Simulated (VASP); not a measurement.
Consider the following.

```
AlBaHSi
1.0
    4.32542     0.00000     0.00000
   -2.16271     3.74592     0.00000
    0.00000     0.00000     5.25866
Ba Al Si H
1 1 1 1
Direct
  0.00000   0.00000   0.00123
  0.66667   0.33333   0.46396
  0.33333   0.66667   0.54129
  0.66667   0.33333   0.13642
```

Calculation: r2SCAN meta-GGA, VASP's PBE PAW potentials (set 64) (plane waves; VASP 6.6.1). Numerical set-up: 530 eV cut-off, 5×5×4 Γ-centred mesh, Gaussian smearing of 0.050 eV, potentials Ba_sv Al Si H.

Problem. Give the elastic stiffness tensor with the ions relaxed (GPa, in the frame of the cell).

Solution. 
```csv
,xx,yy,zz,yz,xz,xy
xx,133,30.4,25.0,16.1,0.0,0.0
yy,30.4,133,25.0,-16.1,0.0,0.0
zz,25.0,25.0,74.2,0.0,0.0,0.0
yz,16.1,-16.1,0.0,42.6,0.0,0.0
xz,0.0,0.0,0.0,0.0,42.6,16.1
xy,0.0,0.0,0.0,0.0,16.1,51.3
```

Problem. Predict the Hill bulk modulus, Hill shear modulus, Young's modulus, Poisson's ratio.

Solution. 
| Item | Result |
|---|---|
| Hill bulk modulus | 53.5 GPa |
| Hill shear modulus | 418 kbar |
| Young's modulus | 99.6 GPa |
| Poisson's ratio | 0.190 |

The structure comes from a computed database's BaAlSiH entry (P3m1); how it stands against other phases isn't given here. It was relaxed first.
